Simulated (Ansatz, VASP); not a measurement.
# Cross-check of Zn10In18O37 (partly crystallised 47In2O3-53ZnO (mol %)) between VASP and Ansatz

One calculation is typed for both programs; each brings its own data sets. How far apart do they land? The cell is taken from a series of runs on this material, whose earlier steps may have relaxed, scaled, displaced or heated it; both programs get it as it stands.

Program: Ansatz 0.2.0. Level of theory: plane waves, with VASP 6.6.1 beside it; single point at PBE. Results are calculated unless marked as measured.

## Step 1: Starting point

The cell holds 65 atoms: 18 In, 10 Zn and 37 O. Its edges and angles: a = 9.493 Å, b = 9.493 Å, c = 9.493 Å, α = 90.0°, β = 90.0°, γ = 90.0°. As first built, before any earlier steps moved the atoms (in the runner's words): 65 atoms (18 Sc, 10 Zn, 37 O) placed at random at 4.13 g/cm^3, melted at 5000 K for 10 ps at fixed volume with the Morse and Coulomb pair potential with partial charges (Pedone, Malavasi, Menziani, Cormack and Segre, J. Phys. Chem. B 110, 11780 (2006)). Quenched from 5000 K to 300 K at 100 K/ps and fixed volume, held 10 ps at zero pressure, then minimised at fixed cell. Then Sc was replaced by In and the cell scaled by 1.027 (the potential has no terms for the new elements, so the cell is a start for a DFT relaxation).

## Step 2: VASP: single point, PBE

With cell and atoms fixed, the geometry can't cause a difference; cores, projectors, grids and the points listed under the comparison can.

Lines of VASP's logs that name or quote its potential files are left out, and so is its time.

INCAR

```
SYSTEM = Zn10In18O37
PREC = Accurate
ENCUT = 600
EDIFF = 1E-06
NELM = 120
ISMEAR = -1
SIGMA = 0.05
LREAL = Auto
ALGO = Normal
GGA = PE
NBANDS = 336
LORBIT = 11
LWAVE = .FALSE.
LCHARG = .FALSE.
ISIF = 2
LASPH = .TRUE.
GGA_COMPAT = .FALSE.
EFERMI = MIDGAP
NCORE = 2
```

POSCAR

```
Zn10In18O37
1.0
    9.4928900000      0.0000000000      0.0000000000
    0.0000000000      9.4928900000      0.0000000000
    0.0000000000      0.0000000000      9.4928900000
In Zn O
18 10 37
Direct
    0.1513300000      0.1096000000      0.3336800000
    0.8238800000      0.9818400000      0.8383200000
    0.3307100000      0.2263900000      0.6705600000
    0.1517000000      0.9702400000      0.8303400000
    0.3148300000      0.8624700000      0.1773700000
    0.9944900000      0.2479200000      0.9930900000
    0.4823200000      0.4975700000      0.1673000000
    0.1571300000      0.4861600000      0.1707100000
    0.4949000000      0.9759400000      0.8304200000
    0.1527600000      0.4724000000      0.4988400000
    0.8190800000      0.4760100000      0.1771200000
    0.8060200000      0.0025000000      0.5031200000
    0.6482300000      0.7580600000      0.3364100000
    0.4862100000      0.4898600000      0.4968800000
    0.6598600000      0.7293700000      0.9953300000
    0.9844800000      0.2368200000      0.6667000000
    0.0169700000      0.7776300000      0.3579700000
    0.3208600000      0.6077900000      0.8287900000
    0.6533900000      0.2788200000      0.6740300000
    0.9923300000      0.7006900000      0.0002500000
    0.3089700000      0.8266200000      0.5406600000
    0.6529600000      0.7187800000      0.6638900000
    0.5303200000      0.1579100000      0.3269600000
    0.9856100000      0.6670200000      0.7030500000
    0.8188000000      0.4496400000      0.4980000000
    0.7981800000      0.0417400000      0.1748200000
    0.6511400000      0.2863600000      0.9796600000
    0.3413800000      0.1803800000      0.0725500000
    0.2077000000      0.8940700000      0.3737900000
    0.5045200000      0.2061800000      0.8213400000
    0.9869900000      0.4794200000      0.0241200000
    0.8337800000      0.7501700000      0.8439800000
    0.6599000000      0.4971300000      0.6370200000
    0.9881100000      0.0120800000      0.9842600000
    0.6645700000      0.9588400000      0.9901700000
    0.4919700000      0.2633600000      0.5140100000
    0.3217500000      0.9757400000      0.9798300000
    0.6502800000      0.5136900000      0.3315300000
    0.1487200000      0.2109300000      0.8212400000
    0.3184000000      0.4893900000      0.3362900000
    0.3219600000      0.4656500000      0.6575000000
    0.8183400000      0.2526200000      0.1330200000
    0.8101100000      0.2290300000      0.5276200000
    0.9518700000      0.0024300000      0.3280700000
    0.9812100000      0.4582000000      0.6449400000
    0.9754700000      0.0061700000      0.6738500000
    0.1341300000      0.7153400000      0.1659100000
    0.5004500000      0.7414400000      0.8312300000
    0.5130600000      0.2810700000      0.1456300000
    0.3220800000      0.9917900000      0.6815100000
    0.6561800000      0.5067600000      0.0210700000
    0.8214100000      0.7668000000      0.4849300000
    0.6680000000      0.9607900000      0.6804800000
    0.1427600000      0.7418700000      0.8412300000
    0.6585500000      0.9836400000      0.3338400000
    0.3187900000      0.5015800000      0.0176800000
    0.4965200000      0.7293000000      0.1683300000
    0.8243000000      0.2178200000      0.8322100000
    0.3563400000      0.0711600000      0.2524700000
    0.8128200000      0.7177200000      0.1696100000
    0.9871600000      0.4916900000      0.3355400000
    0.1560600000      0.2436600000      0.5131600000
    0.4943900000      0.7192800000      0.5019300000
    0.1483300000      0.2569300000      0.1577100000
    0.1293400000      0.6884600000      0.5402600000
```

KPOINTS

```
Automatic mesh
0
Gamma
1 1 1
0 0 0
```

PAW data sets: In_d, Zn and O (PBE family, release 64).

Launch:

```console
$ mpirun -np 8 vasp_gam
```

Numbers of over 12 decimals in the logs are rounded to 6 here.

Log:

```text
[banner, memory and clock lines left out]
running    8 mpi-ranks, on    1 nodes
[...]
LDA part: xc-table for (Slater+PW92), standard interpolation
 POSCAR, INCAR and KPOINTS ok, starting setup
[...]
entering main loop
       N       E                     dE             d eps       ncg     rms          rms(c)
DAV:   1     0.143000576476E+05    0.14300E+05   -0.27023E+05   672   0.307E+03
DAV:   2     0.411075039802E+04   -0.10189E+05   -0.97907E+04   672   0.957E+02
DAV:   3     0.481510453856E+03   -0.36292E+04   -0.33782E+04   688   0.402E+02
DAV:   4    -0.326486481007E+03   -0.80800E+03   -0.77478E+03   808   0.190E+02
[...]
DAV:  22    -0.329564168165E+03   -0.25126E-05   -0.11743E-05   680   0.234E-02    0.305E-02
DAV:  23    -0.329564162994E+03    0.51714E-05   -0.11586E-05   632   0.461E-02    0.738E-03
DAV:  24    -0.329564163475E+03   -0.48095E-06   -0.31385E-06   472   0.646E-03
   1 F= -.32956416E+03 E0= -.32955905E+03  d E =-.102221E-01
```

OUTCAR, selected parts (step 2):

```text
  Total       17.7874314      0.6351687     20.2933285      3.4538045     -8.1583019      1.4506224
  in kB       33.3141300      1.1896092     38.0074316      6.4686401    -15.2797064      2.7168747
  external PRESSURE =      24.1703903 kB  Pullay stress =       0.0000000 kB

 POSITION                                       TOTAL-FORCE (eV/Angst)
 -----------------------------------------------------------------------------------
      1.43656      1.04042      3.16759        -0.419181      0.467889      0.238086
      7.82100      9.32050      7.95808         0.277035      0.276955      0.015939
      3.13939      2.14910      6.36555        -0.078079      0.100589      0.125440
      1.44007      9.21038      7.88233        -0.509403      0.159628      0.043881
      2.98865      8.18733      1.68375         0.221995     -0.659007     -0.287287
      9.44058      2.35348      9.42729        -0.077842     -0.339522     -0.173391
      4.57861      4.72338      1.58816        -0.155554      0.102195     -0.176671
      1.49162      4.61506      1.62053        -0.031172      0.070607      0.004951
      4.69803      9.26449      7.88309         0.261998      0.049904     -0.039461
      1.45013      4.48444      4.73543        -0.178070      0.246973     -0.238583
      7.77544      4.51871      1.68138         0.147929      0.326558      0.253387
      7.65146      0.02373      4.77606         0.115544      0.122272      0.517606
      6.15358      7.19618      3.19350         0.183030     -0.319833     -0.125481
      4.61554      4.65019      4.71683         0.078076      0.139108      0.011616
[...]
-----------------------------------------------------------------------------------
    total drift:                                0.031737     -0.016095     -0.000370

  FREE ENERGIE OF THE ION-ELECTRON SYSTEM (eV)
  ---------------------------------------------------
  free  energy   TOTEN  =      -329.5641634746 eV

  energy  without entropy=     -329.5539413756  energy(sigma->0) =     -329.55905243

[... 2 further parts left out ...]
```

The run ends at a pressure of 2.42 GPa, with forces up to 1.3 eV/Å.

(Continued in part 2 of 2.)

[Lines on the potential files, build, host, timing and source positions are cut from VASP's logs without a mark.]

[Logs are printed without paths, hosts, clocks, repeated set-up lines and the standing remarks that a program may print on its own settings, such as how far it seeks lower states.]

[Hosts, paths, dates, database ids (printed as entryN), source tags and the programs' standing remarks are cut or masked in the printed files.]
